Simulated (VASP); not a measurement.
```yaml
crystal:
  lattice:
    - [0.00000, 3.04000, 3.04000]
    - [3.04000, 0.00000, 3.04000]
    - [3.04000, 3.04000, 0.00000]
  atoms:
    - { symbol: Hg, position: [0.00000, 0.00000, 0.00000] }
    - { symbol: Se, position: [0.25000, 0.25000, 0.25000] }
```

The base run (VASP): PBE GGA, plane waves, VASP's PBE PAW potentials (set 64). Numerical set-up: 400 eV cut-off, 7×7×7 Γ-centred mesh, Gaussian smearing of 0.050 eV, potentials Hg Se.

One setting is varied; ΔE counts from the most expensive setting. The base run took about 6 core-seconds. Costs are core time on shared hosts, one run each; read them as rough ratios.

Pressures at a finite cut-off, here 400 eV, hold a Pulay part, which wasn't tested here.

```json
[
 {"setting": "KPOINTS 4×4×4 Γ-centred mesh", "cost over the base run": "within a factor of 2", "electronic steps": "13", "ΔE (meV/atom)": "34.5", "pressure (GPa)": "5.31"},
 {"setting": "KPOINTS 5×5×5 Γ-centred mesh", "cost over the base run": "within a factor of 2", "electronic steps": "13", "ΔE (meV/atom)": "11.3", "pressure (GPa)": "5.06"},
 {"setting": "KPOINTS 6×6×6 Γ-centred mesh", "cost over the base run": "within a factor of 2", "electronic steps": "13", "ΔE (meV/atom)": "4.2", "pressure (GPa)": "4.98"},
 {"setting": "base run", "cost over the base run": "reference", "electronic steps": "13", "ΔE (meV/atom)": "1.8", "pressure (GPa)": "4.95"},
 {"setting": "KPOINTS 9×9×9 Γ-centred mesh", "cost over the base run": "within a factor of 2", "electronic steps": "13", "ΔE (meV/atom)": "0.4", "pressure (GPa)": "4.93"},
 {"setting": "KPOINTS 11×11×11 Γ-centred mesh", "cost over the base run": "about 2 times", "electronic steps": "13", "ΔE (meV/atom)": "0.1", "pressure (GPa)": "4.93"},
 {"setting": "KPOINTS 12×12×12 Γ-centred mesh", "cost over the base run": "about 3 times", "electronic steps": "13", "ΔE (meV/atom)": "0.0", "pressure (GPa)": "4.93"},
 {"setting": "KPOINTS 13×13×13 Γ-centred mesh", "cost over the base run": "about 3 times", "electronic steps": "13", "ΔE (meV/atom)": "0.0", "pressure (GPa)": "4.93"}
]
```

Left out are runs that failed, have no time on record or changed the cell.

The compound is HgSe in the zinc blende structure. The cell was not relaxed at this level.
